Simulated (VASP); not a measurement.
Input of a VASP 6.6.1 run:

The input INCAR:

```
ALGO = Normal ; EDIFF = 1E-6
EDIFFG = -0.01 ; ENCUT = 600
GGA = RP ; IBRION = 2
ISIF = 3 ; ISMEAR = 1
LASPH = T ; LCHARG = F
LREAL = F ; LWAVE = F
NELM = 80 ; NSW = 90
PREC = Accurate ; SIGMA = 0.1
```

The input KPOINTS:

```
k-points
0
Gamma
  16 16 16
```

Contents of POSCAR:

```
TiN
1.0
    0.0000000000      2.1190000000      2.1190000000
    2.1190000000      0.0000000000      2.1190000000
    2.1190000000      2.1190000000      0.0000000000
Ti N
1 1
Direct
    0.0000000000      0.0000000000      0.0000000000
    0.5000000000      0.5000000000      0.5000000000
```

Potentials or basis: VASP PAW PBE potentials, release 64 (Ti_sv, N).

Command:

```console
$ cat potpaw_PBE.64/Ti_sv/POTCAR potpaw_PBE.64/N/POTCAR > POTCAR
$ mpirun -np 1 vasp_std > vasp.out
```

Problem. Estimate the band gap on the k mesh.

Solution. None (metal or under the smearing width).

Problem. Predict the relaxed cell.

Solution. a = 3.024 Å, b = 3.024 Å, c = 3.024 Å, α = 60.00°, β = 60.00°, γ = 60.00°.

Step by step:
| step | energy change (eV) | largest force (eV/Å) | pressure (GPa) | volume (Å³) |
| --- | --- | --- | --- | --- |
| 1 | 0.0000 | 0.0000 | 7.39 | 19.03 |
| 2 | 0.0081 | 0.0000 | -8.57 | 20.26 |
| 3 | -0.0118 | 0.0000 | -0.02 | 19.55 |

Caveat: the PAW data sets were made with another functional, which shifts forces and pressure a little. Zero-point motion and thermal expansion aren't in these numbers.
